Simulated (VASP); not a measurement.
A convergence study with VASP on LaB6 (space group no. 221 when undisturbed): one setting is varied, all else stays as given below, so the limit is that of these other settings. One atom is moved off its site, so that forces are finite.

```xyz
7
Lattice="4.1475 0.0000 0.0000 0.0000 4.1475 0.0000 0.0000 0.0000 4.1475" Properties=species:S:1:pos:R:3 pbc="T T T"
La     0.0000     0.0000     0.0500
B      3.3222     2.0738     2.0738
B      2.0738     0.8254     2.0738
B      2.0738     3.3222     2.0738
B      0.8254     2.0738     2.0738
B      2.0738     2.0738     3.3222
B      2.0738     2.0738     0.8254
```

The numbers are results of PBE GGA, VASP's PBE PAW potentials (set 64) (plane waves; VASP), not measurements. The tightest run used: 960 eV cut-off, 8×8×8 Γ-centred mesh, Fermi-Dirac smearing of 0.10 eV, potentials La B.

**Question.** The settings run are ENCUT = 140; ENCUT = 160; ENCUT = 180; ENCUT = 200; ENCUT = 220; ENCUT = 240; ENCUT = 280; ENCUT = 320; ENCUT = 360; ENCUT = 440; ENCUT = 480; ENCUT = 540; ENCUT = 600; ENCUT = 700; ENCUT = 800; ENCUT = 960. From which on does the stress (every component) stay within 0.2 GPa of the tightest run?

**Answer.** From ENCUT = 440 on: it is off by 0.03 there and by no more than 0.2 in any finer run, while ENCUT = 360 is off by 0.30.
```tsv
setting	E (eV/atom)	pressure (GPa)	largest force (eV/Å)	plane waves	difference judged (GPa)
ENCUT = 140	-5.9983	-37.33	1.711	284	38.15
ENCUT = 160	-6.4776	-24.39	0.961	341	25.21
ENCUT = 180	-6.7536	-14.90	0.370	413	15.74
ENCUT = 200	-6.8611	-10.33	0.256	480	11.15
ENCUT = 220	-6.9225	-7.39	0.294	552	8.21
ENCUT = 240	-6.9558	-5.19	0.323	624	6.01
ENCUT = 280	-6.9848	-2.14	0.276	772	2.96
ENCUT = 320	-6.9995	-0.38	0.274	952	1.20
ENCUT = 360	-7.0048	0.53	0.277	1141	0.30
ENCUT = 440	-7.0057	0.85	0.276	1514	0.03
ENCUT = 480	-7.0058	0.82	0.276	1743	0.01
ENCUT = 540	-7.0064	0.78	0.276	2048	0.04
ENCUT = 600	-7.0071	0.77	0.276	2409	0.05
ENCUT = 700	-7.0078	0.81	0.276	3028	0.02
ENCUT = 800	-7.0080	0.83	0.277	3743	0.01
ENCUT = 960	-7.0081	0.82	0.277	4849	0.00
```

Left out are rungs that failed or repeat a setting and relaxations that didn't move; long series are thinned to 24 rows.

The structure is a typed LaB6 crystal (space group no. 221). The cell was not relaxed at this level, it is distorted from the ideal structure. The electron count is odd and the run is not spin-polarised, which forces a metal.
